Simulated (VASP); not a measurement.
Method: PBEsol GGA, VASP's PBE PAW potentials (set 64) (plane waves; VASP).

A VASP calculation is set up with these files.

INCAR:
```
ALGO = Normal
EDIFF = 1E-7
ENCUT = 400
GGA = PS
ISIF = 2
ISMEAR = -5
LASPH = .TRUE.
LCHARG = .TRUE.
LEFG = .TRUE.
LMAXMIX = 6
LORBIT = 11
LREAL = .FALSE.
LWAVE = .FALSE.
NEDOS = 601
NELM = 100
PREC = Accurate
SYSTEM = WS2
```

**KPOINTS**
```
Automatic mesh
0
G
 9 9 2
```

**POSCAR**
```
WS2
1
    3.1466776899     0.0000000000     0.0000000000
   -1.5733388450     2.7251026302     0.0000000000
    0.0000000000     0.0000000000    17.0024455922
W S
1 2
Direct
  0.0000000000   0.0000000000   0.0000000000
  0.3333330000   0.6666670000   0.9078014694
  0.3333330000   0.6666670000   0.0921985306
```

POTCAR, in this order: W_sv S (PBE.64 set). Program: vasp_std.

Question: What will the output report for the number of irreducible k-points (NKPTS), number of bands (NBANDS), largest plane-wave count, number of space-group operations, FFT grid (NGX, NGY, NGZ)?

Answer: 
* **number of irreducible k-points (NKPTS)**: 24
* **number of bands (NBANDS)**: 17
* **largest plane-wave count**: 2672
* **number of space-group operations**: 12
* **FFT grid (NGX, NGY, NGZ)**: 24 × 24 × 112

The cell is a sheet with vacuum, built from a database entry that may be metastable or hypothetical.
